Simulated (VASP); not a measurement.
Here is the system:

```
CELL_PARAMETERS angstrom
      4.19800     2.09558     2.09558
      2.09558     4.19800     2.09558
      2.09558     2.09558     4.19800
ATOMIC_POSITIONS crystal
  Ni 0.00000 0.00000 0.00000
  Ni 0.50000 0.50000 0.50000
  O  0.25000 0.25000 0.25000
  O  0.75000 0.75000 0.75000
```
Starting moments (μB, in the order of the record's atoms Ni Ni O O): 1.4 -1.4 0.0 0.0.

Method: vdW-DF2, VASP's PBE PAW potentials (set 64) (plane waves; VASP). Settings: 520 eV cut-off, 9×9×9 Γ-centred mesh, Gaussian smearing of 0.050 eV, potentials Ni O.

Problem. Give the stress tensor in GPa (positive for a compressed cell).

Solution. 
```
12.18  -0.09  -0.09
-0.09  12.18  -0.09
-0.09  -0.09  12.18
```
The pressure is its mean diagonal, 12.18 GPa.

The compound is NiO in the rock salt, AFM-II order structure. This cell is one point of a volume scan, at 0.94 of the reference volume.
